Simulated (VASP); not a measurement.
The input files of a VASP run:

**INCAR**
```
SYSTEM = SnS2
PREC = Accurate
ENCUT = 480
EDIFF = 1E-7
NELM = 100
ALGO = Normal
LREAL = .FALSE.
LASPH = .TRUE.
ISMEAR = 0
SIGMA = 0.05
GGA = PS
LMAXMIX = 4
LWAVE = .FALSE.
LCHARG = .FALSE.
ISIF = 2
```

File KPOINTS:
```
Automatic mesh
0
Gamma
6 6 4
0 0 0
```

**POSCAR**
```
SnS2
1
    1.8267818885    -3.1640793221    -0.0000000000
    1.8267818885     3.1640793221     0.0000000000
    0.0000000000    -0.0000000000     6.0174658960
Sn S
1 2
Direct
  0.0000000000   0.0000000000   0.0000000000
  0.3333330000   0.6666670000   0.2449533768
  0.6666670000   0.3333330000   0.7882832054
```

POTCAR, in this order: Sn_d S (PBE.64 set). Program: vasp_std.

Write an equivalent input for Ansatz.

One equivalent input (not run):
Ansatz 0.2 input:
```yaml
crystal:
  lattice:
    - [1.8267819, -3.1640793, 0.0000000]
    - [1.8267819, 3.1640793, 0.0000000]
    - [0.0000000, 0.0000000, 6.0174659]
  atoms:
    - { symbol: Sn, position: [0.0000000, 0.0000000, 0.0000000] }
    - { symbol: S, position: [0.3333330, 0.6666670, 0.2449534] }
    - { symbol: S, position: [0.6666670, 0.3333330, 0.7882832] }
kpoints:
  mp_grid: { grid: [6, 6, 4] }
hamiltonian:
  xc: pbesol
  pseudopotentials: { kind: paw }
scf:
  occupations: { method: gaussian, width: 0.05 }
  max_iter: 100
output: { forces: true, stress: true, eigenvalues: true }
```
What does not carry over: each code has its own PAW files, so the cut-off isn't converted (ENCUT is set for VASP's; basis.ecutwfc is left out, and Ansatz then takes the one that its files recommend); Ansatz stops its SCF on the density residual and VASP on the energy change (EDIFF).

The compound is SnS2 in the 1T layered structure. This cell was strained or had an atom moved on purpose.
